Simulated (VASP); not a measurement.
Energy against volume of Cu (fcc). Computed with TPSS meta-GGA, VASP's PBE PAW potentials (set 64) (plane waves; VASP). Settings: 520 eV cut-off, 17×17×17 Γ-centred mesh, first-order Methfessel-Paxton smearing of 0.10 eV, potentials Cu.

```tsv
V (Å³/atom)	E (eV/atom)
11.164	-11.62936
11.509	-11.63592
11.854	-11.63194
12.199	-11.61916
```

Problem. Fit these four points and predict the energy of the run at 10.818 Å³/atom.

Solution. A cubic in V^(−2/3), the third-order Birch-Murnaghan form, passes through the four points with V0 = 11.54 Å³/atom and B0 = 161 GPa, and gives -11.6101 eV/atom there. The run gave -11.6101 eV/atom, +0.0 meV/atom from the fit; all five points give B0 = 161 GPa.

The compound is Cu in the fcc structure. It was relaxed first.
